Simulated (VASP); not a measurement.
Calculation: vdW-DF-cx, VASP's PBE PAW potentials (set 64) (plane waves; VASP).

VASP input:

### INCAR
```
AGGAC=0.0
LCHARG=.False.
LASPH=.True.
LUSE_VDW=.True.
SIGMA=0.05   ! width (eV)
LWAVE=.False.
LMAXMIX=4
LORBIT=11   ! lm-projected
GGA=CX
ISMEAR=0   ! Gaussian
ICHARG=11
ENCUT=520   ! plane-wave cut-off (eV)
ALGO=Normal   ! blocked Davidson
EDIFF=1E-7   ! SCF stop (eV)
NELM=100   ! most electronic steps
LREAL=.False.   ! projection in real space or not
SYSTEM=ZnSe
PREC=Accurate
```

### POSCAR
```
ZnSe
1
    0.0000000000     2.8317006481     2.8317006481
    2.8317006481    -0.0000000000     2.8317006481
    2.8317006481     2.8317006481    -0.0000000000
Zn Se
1 1
Direct
  0.0000000000   0.0000000000   0.0000000000
  0.2500000000   0.2500000000   0.2500000000
```

File KPOINTS:
```
k-points along high-symmetry lines
15
Line-mode
Reciprocal
  0.000000   0.000000   0.000000 ! GAMMA
 -0.500000  -0.500000   0.000000 ! X

 -0.500000  -0.500000   0.000000 ! X
 -0.375000  -0.375000   0.250000 ! U

 -0.375000  -0.000000   0.375000 ! K
  0.000000   0.000000   0.000000 ! GAMMA

  0.000000   0.000000   0.000000 ! GAMMA
 -0.000000   0.000000   0.500000 ! L

 -0.000000   0.000000   0.500000 ! L
 -0.500000  -0.250000   0.250000 ! W

 -0.500000  -0.250000   0.250000 ! W
 -0.500000  -0.500000   0.000000 ! X
```

POTCAR, in this order: Zn Se (PBE.64 set). Program: vasp_std. Read from the step before: CHGCAR.

What VASP printed:

File OSZICAR:
```
       N       E                     dE             d eps       ncg     rms          rms(c)
DAV:   1     0.912439200912E+02    0.91244E+02   -0.92067E+03  2340   0.160E+03
DAV:   2     0.532173778265E+01   -0.85922E+02   -0.81802E+02  2505   0.280E+02
DAV:   3    -0.364760099241E+00   -0.56865E+01   -0.55927E+01  2870   0.698E+01
DAV:   4    -0.418971466222E+00   -0.54211E-01   -0.54198E-01  2565   0.722E+00
DAV:   5    -0.419261292544E+00   -0.28983E-03   -0.28982E-03  2850   0.492E-01
DAV:   6    -0.419263775981E+00   -0.24834E-05   -0.24835E-05  2655   0.456E-02
DAV:   7    -0.419263807410E+00   -0.31429E-07   -0.31399E-07  2849   0.463E-03
   1 F= -.41926381E+00 E0= -.41926381E+00  d E =-.473443E-11
```

**OUTCAR**
```
 val. band max:        1.5356204204   @ k =   0.0000   0.0000   0.0000

 cond. band min:       2.7478662564   @ k =   0.0000   0.0000   0.0000



 k-point     1 :       0.0000    0.0000    0.0000
  band No.  band energies     occupation
      1     -11.7484      2.00000
      2      -5.0608      2.00000
      3      -5.0608      2.00000
      4      -5.0608      2.00000
      5      -4.6943      2.00000
      6      -4.6943      2.00000
      7       1.5356      2.00000
      8       1.5356      2.00000
      9       1.5356      2.00000
     10       2.7479      0.00000
     11       7.2929      0.00000
     12       7.2929      0.00000
     13       7.2929      0.00000

 k-point     2 :      -0.0357   -0.0357    0.0000
  band No.  band energies     occupation
      1     -11.7370      2.00000
      2      -5.0616      2.00000
      3      -5.0583      2.00000
      4      -5.0583      2.00000
      5      -4.6953      2.00000
      6      -4.6937      2.00000
      7       1.3232      2.00000
      8       1.4958      2.00000
      9       1.4958      2.00000
     10       2.9725      0.00000
     11       7.2123      0.00000
     12       7.3524      0.00000
     13       7.3524      0.00000

 k-point     3 :      -0.0714   -0.0714    0.0000
  band No.  band energies     occupation
      1     -11.7032      2.00000
      2      -5.0640      2.00000
      3      -5.0509      2.00000
      4      -5.0509      2.00000
      5      -4.6983      2.00000
      6      -4.6919      2.00000
      7       0.8978      2.00000
      8       1.3820      2.00000
      9       1.3820      2.00000
     10       3.4313      0.00000
     11       6.9971      0.00000
     12       7.5252      0.00000
     13       7.5252      0.00000

 k-point     4 :      -0.1071   -0.1071    0.0000
  band No.  band energies     occupation
      1     -11.6480      2.00000
      2      -5.0674      2.00000
      3      -5.0387      2.00000
      4      -5.0387      2.00000
...
```

The density is held fixed in this step, so its total energy and stress have no physical meaning.

The compound is ZnSe in the zinc blende structure. It was relaxed first.
